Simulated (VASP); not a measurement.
Input:

```
SrVO3
1.0
    3.68407     0.00000     0.00000
    0.00000     3.68407     0.00000
    0.00000     0.00000     3.68407
Sr V O
1 1 3
Direct
  0.00000   0.00000   0.00000
  0.50000   0.50000   0.50000
  0.50000   0.00000   0.50000
  0.00000   0.50000   0.50000
  0.50000   0.50000   0.00000
```

Computed with LDA (Ceperley-Alder, Perdew-Zunger), VASP's LDA PAW potentials (set 64) (plane waves; VASP 6.6.1). Numerical set-up: 620 eV cut-off, 8×8×8 Γ-centred mesh, first-order Methfessel-Paxton smearing of 0.10 eV, potentials Sr_sv V_sv O.

Task: Estimate the energy per atom (σ→0), pressure, band gap (on the k-mesh) with the smallest direct gap where there is one.

Result: 
```json
{
 "band gap (on the k-mesh)": "none (metal, semimetal or under 0.01 eV)",
 "energy per atom (σ→0)": "-8.689 eV/atom",
 "pressure": "19.90 GPa"
}
```

Only differences to runs with the same potentials and settings are physical.

The compound is SrVO3 in the cubic perovskite structure. It was relaxed first under an external pressure of 20 GPa. The run is not spin-polarised, so no magnetic state was tried. The electron count is odd and the run is not spin-polarised, which forces a metal.
